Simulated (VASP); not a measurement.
```
CELL_PARAMETERS angstrom
     -1.82353     1.82353     5.48978
      1.82353    -1.82353     5.48978
      1.82353     1.82353    -5.48978
ATOMIC_POSITIONS crystal
  Hg 0.88428 0.88428 0.00000
  Hg 0.11572 0.11572 0.00000
  F  0.68766 0.68766 0.00000
  F  0.31234 0.31234 0.00000
```

Level of theory: PBEsol GGA, VASP's PBE PAW potentials (set 64) (plane waves; VASP). Run with 520 eV cut-off, 10×10×10 Γ-centred mesh, tetrahedra with Blöchl corrections, potentials Hg F.

Q: Estimate the energy per atom (σ→0).

A: 
The energy per atom (σ→0) comes out as -2.426 eV/atom.

The absolute energy has meaning only against runs of the same code, potentials and settings.

The structure comes from a computed database's HgF entry (I4/mmm); how it stands against other phases isn't given here. It was relaxed first.
